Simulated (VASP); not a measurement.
# What goes wrong when the modes of NbP are computed with a bad input

Aim: see how common mistakes in a phonon run show up, on NbP. The starting structure is a computed structure from the Materials Project.

Calculated with VASP 6.6.1; Kohn-Sham DFT with plane waves and PAW; LDA.

## Step 1: Set-up

It takes space group I4_1md (No. 109, tetragonal). The conventional cell has a = 3.350 Å, b = 3.350 Å, c = 11.480 Å, α = 90.00°, β = 90.00°, γ = 90.00°. Nb has 6 P at 2.55 Å nearest. Nearest to P lie 6 Nb at 2.55 Å. Farther neighbours are not listed.

As a file:

```xyz
4
Lattice="0.0000 -3.3498 0.0000 -3.3498 0.0000 0.0000 1.6749 -1.6749 -5.7401" Properties=species:S:1:pos:R:3 pbc="T T T"
Nb    0.0000   -1.6749   -2.8714
Nb   -1.6749   -1.6749   -0.0014
P    -1.6749   -3.3498   -1.9201
P    -1.6749   -1.6749   -4.7901
```

## Step 2: Reference modes

The cell comes from a relaxation at this level, not shown (61.22 Å³).

Input file INCAR:

```
SYSTEM = NbP
PREC = Accurate
ENCUT = 450
EDIFF = 1E-08
NELM = 100
ISMEAR = 0
SIGMA = 0.05
LREAL = .FALSE.
ALGO = Normal
GGA = CA
NBANDS = 24
LASPH = .TRUE.
LORBIT = 11
LWAVE = .FALSE.
LCHARG = .FALSE.
KPAR = 8
IBRION = 8
ISIF = 2
```

Input file POSCAR:

```
NbP
1.0
    0.0000000000     -3.3011838697      0.0000000000
   -3.3011838697      0.0000000000      0.0000000000
    1.6505919349     -1.6505919349     -5.6178797866
Nb P
2 2
Direct
    0.2501489435      0.2498510565      0.4997021131
    0.5001489435      0.4998510565      0.9997021131
    0.8324796265      0.6675203735      0.3350407469
    0.0824796265      0.9175203735      0.8350407469
```

Input file KPOINTS:

```
Automatic mesh
0
Gamma
10 10 10
0 0 0
```

The projector-augmented-wave data sets are Nb_sv and P (LDA family, release 64).

Run with:

```
$ mpirun -np 8 vasp_std
```

The log of the run:

```text
[banner, memory and clock lines left out]
running    8 mpi-ranks, on    1 nodes
 distrk:  each k-point on    1 cores,    8 groups
 distr:  one band on    1 cores,    1 groups

 POSCAR found type information on POSCAR NbP
 POSCAR found :  2 types and       4 ions
|                                                                             |
|           W    W    AA    RRRRR   N    N  II  N    N   GGGG   !!!           |
|           W    W   A  A   R    R  NN   N  II  NN   N  G    G  !!!           |
|           W    W  A    A  R    R  N N  N  II  N N  N  G       !!!           |
|           W WW W  AAAAAA  RRRRR   N  N N  II  N  N N  G  GGG   !            |
|           WW  WW  A    A  R   R   N   NN  II  N   NN  G    G                |
|           W    W  A    A  R    R  N    N  II  N    N   GGGG   !!!           |
|                                                                             |
|     For optimal performance we recommend to set                             |
|       NCORE = 2 up to number-of-cores-per-socket                            |
|     NCORE specifies how many cores store one orbital (NPAR=cpu/NCORE).      |
|     This setting can greatly improve the performance of VASP for DFT.       |
|     The default, NCORE=1 might be grossly inefficient on modern             |
|     multi-core architectures or massively parallel machines. Do your        |
|     Unfortunately you need to use the default for GW and RPA                |
|     calculations (for HF NCORE is supported but not extensively tested      |
|     yet).                                                                   |
|                                                                             |

 LDA part: xc-table for (Slater(with rela. corr.)+CA(PZ))
 , standard interpolation
 POSCAR, INCAR and KPOINTS ok, starting setup
 FFT: planning ... GRIDC
 FFT: planning ... GRID_SOFT
 FFT: planning ... GRID
 WAVECAR not read
 entering main loop
       N       E                     dE             d eps       ncg     rms          rms(c)
DAV:   1     0.339084191587E+03    0.33908E+03   -0.17840E+04  4904   0.135E+03
DAV:   2    -0.128706469443E+02   -0.35195E+03   -0.34401E+03  6312   0.547E+02
DAV:   3    -0.394805303034E+02   -0.26610E+02   -0.26278E+02  8880   0.111E+02
DAV:   4    -0.411887868187E+02   -0.17083E+01   -0.17031E+01  7720   0.232E+01
DAV:   5    -0.412556870749E+02   -0.66900E-01   -0.66888E-01  8520   0.504E+00    0.138E+01
DAV:   6    -0.390490240408E+02    0.22067E+01   -0.96042E+00  7512   0.214E+01    0.540E+00
DAV:   7    -0.390413274529E+02    0.76966E-02   -0.64686E-01  8648   0.452E+00    0.318E+00
DAV:   8    -0.390302926043E+02    0.11035E-01   -0.67520E-02  7320   0.170E+00    0.439E-01
DAV:   9    -0.390303674663E+02   -0.74862E-04   -0.95029E-03  8760   0.647E-01    0.281E-01
DAV:  10    -0.390304526958E+02   -0.85230E-04   -0.18286E-03  7152   0.414E-01    0.605E-02
DAV:  11    -0.390304355022E+02    0.17194E-04   -0.12897E-04  7496   0.111E-01    0.205E-02
DAV:  12    -0.390304352635E+02    0.23870E-06   -0.63239E-06  8464   0.225E-02    0.513E-03
DAV:  13    -0.390304351908E+02    0.72705E-07   -0.41021E-07  7912   0.507E-03    0.209E-03
DAV:  14    -0.390304351820E+02    0.87703E-08   -0.82635E-08  7304   0.271E-03
   1 F= -.39030435E+02 E0= -.39029773E+02  d E =-.132420E-02
 Linear response reoptimize wavefunctions to high precision
DAV:   1    -0.390304351826E+02   -0.57526E-09   -0.12684E-08  6520   0.766E-04
DAV:   2    -0.390304351826E+02   -0.37744E-10   -0.54039E-10  4760   0.267E-04
 Linear response DOF=           6
 Linear response progress:
  Degree of freedom:   1/  6
       N       E                     dE             d eps       ncg     rms          rms(c)
RMM:   1    -0.565658897335E+00   -0.56566E+00    0.51232E+00 14358   0.300E+01
RMM:   2    -0.475145616729E+00    0.90513E-01   -0.59956E-01 20678   0.496E+00    0.175E-01
RMM:   3    -0.477000372095E+00   -0.18548E-02   -0.52448E-02 27199   0.141E+00    0.914E-02
RMM:   4    -0.477781719462E+00   -0.78135E-03   -0.89858E-03 34580   0.455E-01    0.467E-02
RMM:   5    -0.478227100889E+00   -0.44538E-03   -0.18800E-03 34565   0.191E-01    0.248E-02
RMM:   6    -0.478272089613E+00   -0.44989E-04   -0.52566E-04 35700   0.951E-02    0.681E-03
RMM:   7    -0.478124240845E+00    0.14785E-03   -0.17661E-04 35907   0.553E-02    0.615E-03
RMM:   8    -0.478139444285E+00   -0.15203E-04   -0.11322E-04 37190   0.341E-02    0.314E-03
RMM:   9    -0.478152412977E+00   -0.12969E-04   -0.41278E-05 37154   0.210E-02    0.210E-03
RMM:  10    -0.478172961664E+00   -0.20549E-04   -0.24203E-05 34040   0.153E-02    0.583E-04
RMM:  11    -0.478182644311E+00   -0.96826E-05   -0.10197E-05 36834   0.106E-02    0.257E-04
RMM:  12    -0.478186434259E+00   -0.37899E-05   -0.55340E-06 37288   0.780E-03    0.103E-04
RMM:  13    -0.478189183907E+00   -0.27496E-05   -0.32610E-06 37458   0.601E-03    0.129E-04
RMM:  14    -0.478190127271E+00   -0.94336E-06   -0.27113E-06 37037   0.484E-03    0.163E-04
RMM:  15    -0.478188323011E+00    0.18043E-05   -0.18934E-06 33068   0.404E-03    0.313E-04
RMM:  16    -0.478190393359E+00   -0.20703E-05   -0.16091E-06 32585   0.341E-03    0.288E-04
RMM:  18    -0.478191060049E+00   -0.10597E-05   -0.14997E-06 33194   0.248E-03    0.354E-04
[...]
RMM:  16    -0.541672335509E+00   -0.13816E-06   -0.88560E-07 22139   0.273E-03    0.983E-05
RMM:  17    -0.541672198652E+00    0.13686E-06   -0.41674E-07 21690   0.226E-03    0.166E-04
RMM:  18    -0.541672695176E+00   -0.49652E-06   -0.56118E-07 21116   0.192E-03    0.186E-04
RMM:  19    -0.541672723151E+00   -0.27975E-07   -0.32505E-07 21496   0.164E-03    0.216E-04
RMM:  20    -0.541672851190E+00   -0.12804E-06   -0.44211E-07 21450   0.142E-03    0.241E-04
RMM:  21    -0.541672937842E+00   -0.86652E-07   -0.27750E-07 21466   0.125E-03    0.265E-04
RMM:  22    -0.541673375442E+00   -0.43760E-06   -0.37118E-07 20826   0.113E-03    0.251E-04
 first order change of Fermi-energy  -0.27274E-01
 force on displaced ion       1 direction 3 :   0.000  -0.000 -17.503
 Linear response progress:
  Degree of freedom:   4/  6
       N       E                     dE             d eps       ncg     rms          rms(c)
RMM:   1    -0.533974012479E-01   -0.53397E-01   -0.46822E-02 32570   0.118E+00
RMM:   2    -0.464372391420E-01    0.69602E-02   -0.59466E-03 28461   0.379E-01    0.966E-02
RMM:   3    -0.467854773647E-01   -0.34824E-03   -0.91772E-04 30598   0.134E-01    0.501E-02
RMM:   4    -0.471254830407E-01   -0.34001E-03   -0.34263E-04 31869   0.775E-02    0.141E-02
RMM:   5    -0.471251140737E-01    0.36897E-06   -0.11323E-04 32808   0.376E-02    0.659E-03
RMM:   6    -0.471505593993E-01   -0.25445E-04   -0.24067E-05 33807   0.166E-02    0.292E-03
RMM:   7    -0.471518388549E-01   -0.12795E-05   -0.73838E-06 36321   0.772E-03    0.155E-03
RMM:   8    -0.471514778425E-01    0.36101E-06   -0.16165E-06 35551   0.377E-03    0.401E-04
RMM:   9    -0.471517219094E-01   -0.24407E-06   -0.60276E-07 37435   0.193E-03    0.246E-04
RMM:  10    -0.471525638169E-01   -0.84191E-06   -0.20275E-07 36303   0.104E-03    0.965E-05
RMM:  11    -0.471523590191E-01    0.20480E-06   -0.12201E-07 37580   0.608E-04    0.431E-05
RMM:  12    -0.471523811797E-01   -0.22161E-07   -0.89310E-08 36739   0.404E-04    0.315E-05
RMM:  13    -0.471522903238E-01    0.90856E-07   -0.98430E-08 37554   0.291E-04    0.159E-05
RMM:  14    -0.471522585309E-01    0.31793E-07   -0.12180E-07 36860   0.239E-04    0.947E-06
RMM:  15    -0.471522410312E-01    0.17500E-07   -0.13196E-07 36925   0.213E-04    0.292E-06
RMM:  16    -0.471522398162E-01    0.12151E-08   -0.13434E-07 36101   0.199E-04    0.283E-06
RMM:  17    -0.471522355954E-01    0.42208E-08   -0.11951E-07 35992   0.192E-04    0.105E-06
RMM:  18    -0.471522319799E-01    0.36155E-08   -0.10449E-07 34841   0.189E-04    0.668E-07
RMM:  19    -0.471522315263E-01    0.45357E-09   -0.10495E-07 34121   0.187E-04    0.222E-07
RMM:  20    -0.471522320312E-01   -0.50490E-09   -0.87239E-08 33192   0.186E-04    0.501E-07
 first order change of Fermi-energy   0.77539E-05
 force on displaced ion       3 direction 1 :  -9.793  -0.000  -0.001
 Linear response progress:
  Degree of freedom:   5/  6
       N       E                     dE             d eps       ncg     rms          rms(c)
RMM:   1    -0.559913175991E-01   -0.55991E-01   -0.48637E-02 33009   0.130E+00
RMM:   2    -0.491229074964E-01    0.68684E-02   -0.63603E-03 28489   0.419E-01    0.147E-01
RMM:   3    -0.494825553752E-01   -0.35965E-03   -0.14826E-03 30917   0.181E-01    0.692E-02
RMM:   4    -0.499914404779E-01   -0.50889E-03   -0.62445E-04 31438   0.108E-01    0.196E-02
RMM:   5    -0.500155712748E-01   -0.24131E-04   -0.22187E-04 32593   0.524E-02    0.922E-03
RMM:   6    -0.500458592224E-01   -0.30288E-04   -0.50102E-05 33707   0.225E-02    0.481E-03
RMM:   7    -0.500627125036E-01   -0.16853E-04   -0.16071E-05 35525   0.116E-02    0.281E-03
RMM:   8    -0.500591914876E-01    0.35210E-05   -0.41837E-06 36491   0.556E-03    0.132E-03
RMM:   9    -0.500588847313E-01    0.30676E-06   -0.15696E-06 36940   0.284E-03    0.653E-04
RMM:  10    -0.500619417062E-01   -0.30570E-05   -0.47088E-07 36070   0.161E-03    0.102E-04
RMM:  11    -0.500614941675E-01    0.44754E-06   -0.13371E-07 37730   0.900E-04    0.912E-05
RMM:  12    -0.500616023171E-01   -0.10815E-06   -0.12074E-07 36957   0.537E-04    0.202E-05
RMM:  13    -0.500614816908E-01    0.12063E-06   -0.54857E-08 37791   0.350E-04    0.146E-05
RMM:  14    -0.500614985308E-01   -0.16840E-07   -0.49506E-08 37205   0.263E-04    0.179E-05
RMM:  15    -0.500615011225E-01   -0.25917E-08   -0.17834E-08 36741   0.221E-04    0.115E-05
 first order change of Fermi-energy   0.27698E-04
 force on displaced ion       3 direction 2 :  -0.000 -12.714   0.001
 Linear response progress:
  Degree of freedom:   6/  6
       N       E                     dE             d eps       ncg     rms          rms(c)
RMM:   1    -0.714144442301E-01   -0.71414E-01   -0.56365E-02 20879   0.127E+00
RMM:   2    -0.607162913418E-01    0.10698E-01   -0.72329E-03 16000   0.463E-01    0.143E-01
RMM:   3    -0.609428037333E-01   -0.22651E-03   -0.17725E-03 15710   0.231E-01    0.116E-01
RMM:   4    -0.608769888820E-01    0.65815E-04   -0.48314E-04 16698   0.125E-01    0.574E-02
RMM:   5    -0.610707787115E-01   -0.19379E-03   -0.23638E-04 20017   0.692E-02    0.153E-02
RMM:   6    -0.610738891768E-01   -0.31105E-05   -0.58040E-05 21053   0.304E-02    0.904E-03
RMM:   7    -0.610827458862E-01   -0.88567E-05   -0.97200E-06 21402   0.141E-02    0.326E-03
RMM:   8    -0.610848352871E-01   -0.20894E-05    0.96371E-08 21612   0.672E-03    0.104E-03
RMM:   9    -0.610873220114E-01   -0.24867E-05    0.10029E-06 21932   0.307E-03    0.541E-04
RMM:  10    -0.610886706192E-01   -0.13486E-05    0.10101E-06 20687   0.177E-03    0.241E-04
RMM:  11    -0.610881957518E-01    0.47487E-06    0.34828E-07 21390   0.969E-04    0.162E-04
RMM:  12    -0.610883259462E-01   -0.13019E-06    0.47204E-07 22177   0.569E-04    0.431E-05
RMM:  13    -0.610883616084E-01   -0.35662E-07    0.20617E-07 23045   0.347E-04    0.144E-05
RMM:  14    -0.610883625051E-01   -0.89669E-09    0.14418E-07 22311   0.244E-04    0.197E-05
RMM:  15    -0.610883697298E-01   -0.72247E-08    0.12932E-07 22407   0.208E-04    0.753E-06
RMM:  16    -0.610883748663E-01   -0.51364E-08    0.12597E-07 22766   0.188E-04    0.353E-06
RMM:  17    -0.610883737771E-01    0.10892E-08    0.10957E-07 22457   0.179E-04    0.187E-06
RMM:  18    -0.610883723217E-01    0.14554E-08    0.11039E-07 22175   0.176E-04    0.130E-06
RMM:  19    -0.610883728021E-01   -0.48041E-09    0.98966E-08 21656   0.174E-04    0.306E-07
 first order change of Fermi-energy   0.27087E-01
 force on displaced ion       3 direction 3 :   0.000  -0.000 -15.141
 Linear response finished
```

Run time: 10 min. Hardware: 8 MPI ranks of Intel Xeon Platinum 8375C at 2.90GHz (Ice Lake), shared host; peak memory 5.6 GiB.

The logs omit lines about the potential files and the build; timing stands in the text.

(Part 1 of 3 ends here.)

[Lines on the potential files, build, host, timing and source positions are cut from VASP's logs without a mark.]

[Logs are printed without paths, hosts, clocks, repeated set-up lines and the standing remarks that a program may print on its own settings, such as how far it seeks lower states.]

[Hosts, paths, dates, database ids (printed as entryN), source tags and the programs' standing remarks are cut or masked in the printed files.]
